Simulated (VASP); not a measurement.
Set up this calculation in VASP 6.6.1, as the native input.

```yaml
Task: single point
Functional: PBE
Potentials_or_basis: VASP PAW PBE potentials, release 64 (Ta_pv, F)
Cutoff: 520 eV
k_mesh: 6 × 6 × 6
Occupations: fermi-dirac, width 0.15 eV
Spin: no spin polarisation
Dipole_correction: no
Further_INCAR_settings: ALGO = Normal; EDIFF = 1e-07; NBANDS = 24
```

The structure of TaF3 lies in POSCAR:

```
TaF3
1.0
    3.9651654672      0.0000000000      0.0000000000
    0.0000000000      3.9651654672      0.0000000000
    0.0000000000      0.0000000000      3.9651654672
Ta F
1 3
Direct
    0.0000000000      0.0000000000      0.0000000000
    0.5000000000      0.0000000000      0.0000000000
    0.0000000000      0.5000000000      0.0000000000
    0.0000000000      0.0000000000      0.5000000000
```

The input as run:

INCAR

```
SYSTEM = TaF3
ALGO = Normal ; EDIFF = 1E-7
ENCUT = 520 ; GGA = PE
ISIF = 2 ; ISMEAR = -1
LASPH = .True. ; LCHARG = .False.
LREAL = .False. ; LWAVE = .False.
NBANDS = 24 ; NELM = 100
PREC = Accurate ; SIGMA = 0.15
```

KPOINTS

```
k-points
0
Gamma
  6 6 6
  0 0 0
```

Potentials or basis: VASP PAW PBE potentials, release 64 (Ta_pv, F).

Run with:

```bash
$ cat potpaw_PBE.64/Ta_pv/POTCAR potpaw_PBE.64/F/POTCAR > POTCAR
$ mpirun -np 1 vasp_std > vasp.out
```

It gave:

- Pressure: 16.8 GPa
- Band gap on the k mesh: none (metal or under the smearing width)

Caveat: so large a pressure means that the cell lies far from this level's equilibrium, or that cutoff or potentials fall short.

It took 26 s on 1 thread of AMD EPYC 7R43 64-Core Processor (Zen 3), with other jobs on the host, peak memory 0.14 GiB.
